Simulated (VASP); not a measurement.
Data:

```yaml
crystal:
  lattice:
    - [0.00000, 3.31544, 3.31544]
    - [3.31544, 0.00000, 3.31544]
    - [3.31544, 3.31544, 0.00000]
  atoms:
    - { symbol: Te, position: [0.50000, 0.50000, 0.50000] }
    - { symbol: Pb, position: [0.00000, 0.00000, 0.00000] }
```

Calculation: optB86b-vdW, VASP's PBE PAW potentials (set 64) (plane waves; VASP 6.6.1). Settings: 520 eV cut-off, 7×7×7 Γ-centred mesh, Gaussian smearing of 0.050 eV, potentials Te Pb_d.

Give the stress tensor in GPa (positive for a compressed cell).

```
-2.17   0.00   0.00
 0.00  -2.17   0.00
 0.00   0.00  -2.17
```
The pressure is its mean diagonal, -2.17 GPa.

The compound is PbTe in the rock salt structure. This cell is one point of a volume scan, at 1.06 of the reference volume.
